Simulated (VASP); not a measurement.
```
K
1.0
   -2.58009     2.60615     2.58009
    2.63221    -2.60615     2.63221
    2.58009     2.60615    -2.58009
K
1
Direct
  0.00000   0.00000   0.00000
```

Method: PBEsol GGA, VASP's PBE PAW potentials (set 64) (plane waves; VASP). Settings: 480 eV cut-off, 10×10×10 Γ-centred mesh, first-order Methfessel-Paxton smearing of 0.10 eV, potentials K_sv.

Predict the energy per atom (σ→0), band gap (on the k-mesh) with the smallest direct gap where there is one.

```json
{
 "band gap (on the k-mesh)": "none (metal, semimetal or under 0.01 eV)",
 "energy per atom (σ→0)": "-1.130 eV/atom"
}
```

The absolute energy has meaning only against runs of the same code, potentials and settings.

The compound is K in the bcc structure. This cell was strained or had an atom moved on purpose.
